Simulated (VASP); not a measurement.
CsNaP2:

```xyz
4
Lattice="3.9779 0.0000 0.0000 0.0000 3.9779 0.0000 0.0000 0.0000 7.9559" Properties=species:S:1:pos:R:3 pbc="T T T"
Cs    0.0000    0.0000    3.9779
Na    0.0000    0.0000    0.0000
P     1.9890    1.9890    1.9890
P     1.9890    1.9890    5.9669
```

The cell was built by a generator and needn't be a form met in nature.

```yaml
Program: VASP 6.6.1
Task: relaxation of cell and atoms
Functional: PBE
Potentials_or_basis: VASP PAW PBE potentials, release 64 (Cs_sv, Na_pv, P)
Cutoff: 600 eV
k_mesh: 4 × 4 × 2
Occupations: gaussian, width 0.1 eV
Spin: no spin polarisation
```

At the start: pressure -2.0 GPa; volume 31.47 Å³/atom.

Where does the relaxation end?

Over 24 steps the energy falls by 841.4 meV/atom and the volume is 29.25 Å³/atom (-7.1 %); space group P4/mmm (No. 123, to 0.05 Å).

Step by step:
```
step  energy change (eV)  largest force (eV/Å)  pressure (GPa)  volume (Å³)
   1              0.0000                1.0248           -2.03       125.89
   2             -0.1956                1.2289           -1.51       118.75
   3             -0.6525                1.8214            1.89        98.91
   4              0.9727                0.9637           33.79        65.93
   5             -0.6310                1.9803            3.64        94.09
   6             -0.6408                2.0863            7.06        86.70
   7             -0.7004                2.0232            7.44        85.80
   8             -0.8395                1.7809            8.93        83.13
   9             -0.8522                0.8825           13.93        77.94
  10             -0.8994                1.4096           11.08        80.46
  11             -1.1127                1.2509            9.31        82.45
  12             -1.5956                0.7950            5.30        88.61
  13             -2.3978                2.1818            1.63       101.83
  14             -0.9448               15.1274            9.78       131.98
  15             -2.8207                1.1480            1.32       107.42
  16             -2.9484                1.5357            2.31       115.61
  17             -2.9675                0.6373            1.84       113.42
  18             -3.1391                0.6460            0.88       116.82
  19             -3.3085                0.6874           -0.39       124.26
  20             -3.3118                0.6966           -0.50       125.23
  21             -3.3286                0.3551           -1.28       124.35
  22             -3.3301                0.1363           -1.13       124.55
  23             -3.3527                0.0859           -0.75       121.45
  24             -3.3658                0.0011           -0.05       116.99
```

Final structure:
```
Cs Na P
1.0
     4.06405    0.00000    0.00000
     0.00000    4.06405    0.00000
     0.00000    0.00000    7.08305
Cs Na P
1 1 2
Direct
  0.00000 0.00000 0.50000
  0.00000 0.00000 0.00000
  0.50000 0.50000 0.14606
  0.50000 0.50000 0.85394
```

Caveat: the k mesh is coarse (spacing up to 0.39 Å⁻¹), so the values aren't converged.
